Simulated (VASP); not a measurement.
Input for VASP

KPOINTS:
```
Automatic mesh
0
Gamma
6 6 6
0 0 0
```

INCAR:
```
SYSTEM = AgCl
PREC = Accurate
ENCUT = 400
EDIFF = 1E-6
NELM = 3
ALGO = Normal
LREAL = .FALSE.
LASPH = .TRUE.
ISMEAR = 0
SIGMA = 0.05
GGA = PE
LMAXMIX = 4
LWAVE = .FALSE.
LCHARG = .FALSE.
ISIF = 2
```

### POSCAR
```
AgCl
1
    0.0000000000     2.7750000000     2.7750000000
    2.7750000000     0.0000000000     2.7750000000
    2.7750000000     2.7750000000     0.0000000000
Ag Cl
1 1
Direct
  0.0000000000   0.0000000000   0.0000000000
  0.5000000000   0.5000000000   0.5000000000
```

POTCAR, in this order: Ag Cl (PBE.64 set). Program: vasp_std.

**Question.** What happens when VASP runs on this input?

**Answer.** There is a fault: NELM is too small, so the electronic loop ends before EDIFF is met. The run did not converge; its last values are not results. Against the sound run, the energy per atom (σ→0) decreases by 0.076 eV/atom; the pressure falls by 0.82 GPa; the band gap falls by 0.12 eV.

### standard output
```
 POSCAR found type information on POSCAR AgCl
 POSCAR found :  2 types and       2 ions
 Reading from existing POTCAR
 Reading from existing POTCAR
 LDA part: xc-table for (Slater+PW92), standard interpolation
 POSCAR, INCAR and KPOINTS ok, starting setup
 WAVECAR not read
 entering main loop
       N       E                     dE             d eps       ncg     rms          rms(c)
DAV:   1     0.835855216573E+02    0.83586E+02   -0.76445E+03   448   0.101E+03
DAV:   2    -0.218040548174E+01   -0.85766E+02   -0.79585E+02   476   0.223E+02
DAV:   3    -0.554753433427E+01   -0.33671E+01   -0.33497E+01   486   0.471E+01

 -----------------------------------------------------------------------------
|                                                                             |
|           W    W    AA    RRRRR   N    N  II  N    N   GGGG   !!!           |
|           W    W   A  A   R    R  NN   N  II  NN   N  G    G  !!!           |
|           W    W  A    A  R    R  N N  N  II  N N  N  G       !!!           |
|           W WW W  AAAAAA  RRRRR   N  N N  II  N  N N  G  GGG   !            |
|           WW  WW  A    A  R   R   N   NN  II  N   NN  G    G                |
|           W    W  A    A  R    R  N    N  II  N    N   GGGG   !!!           |
|                                                                             |
|     The electronic self-consistency was not achieved in the given           |
|     number of steps (NELM). The forces and other quantities evaluated       |
|     might not be reliable so examine the results carefully. If you find     |
|     spurious results, we suggest increasing NELM, if you were close to      |
|     convergence or switching to a different ALGO or adjusting the           |
|     density mixing parameters otherwise.                                    |
|                                                                             |
 -----------------------------------------------------------------------------

   1 F= -.55475343E+01 E0= -.55475343E+01  d E =-.887874E-15
```

**OUTCAR**
```
------------------------ aborting loop EDIFF was not reached (unconverged)  ----------------------------
  FORCE on cell =-STRESS in cart. coord.  units (eV):
  Direction    XX          YY          ZZ          XY          YZ          ZX
  --------------------------------------------------------------------------------------
  Total        0.1045243      0.1045243      0.1045243      0.0000000     -0.0000000      0.0000000
  in kB        3.9184026      3.9184026      3.9184026      0.0000000     -0.0000000      0.0000000
  external PRESSURE =       3.9184026 kB  Pullay stress =       0.0000000 kB
  volume of cell :       42.74
      direct lattice vectors                 reciprocal lattice vectors
     0.000000000  2.775000000  2.775000000    -0.180180180  0.180180180  0.180180180
     2.775000000  0.000000000  2.775000000     0.180180180 -0.180180180  0.180180180
     2.775000000  2.775000000  0.000000000     0.180180180  0.180180180 -0.180180180
  FREE ENERGIE OF THE ION-ELECTRON SYSTEM (eV)
  ---------------------------------------------------
  free  energy   TOTEN  =        -5.5475343343 eV

  energy  without entropy=       -5.5475343343  energy(sigma->0) =       -5.54753433
```
(Selected blocks of OUTCAR.)

To mend it, set NELM = 100.

The mended run (PBE GGA, plane waves, VASP's PBE PAW potentials (set 64)) converges, and its OSZICAR ends with
```
   1 F= -.53946303E+01 E0= -.53946303E+01  d E =-.351543E-13
```

The compound is AgCl in the rock salt structure. The cell was not relaxed at this level.
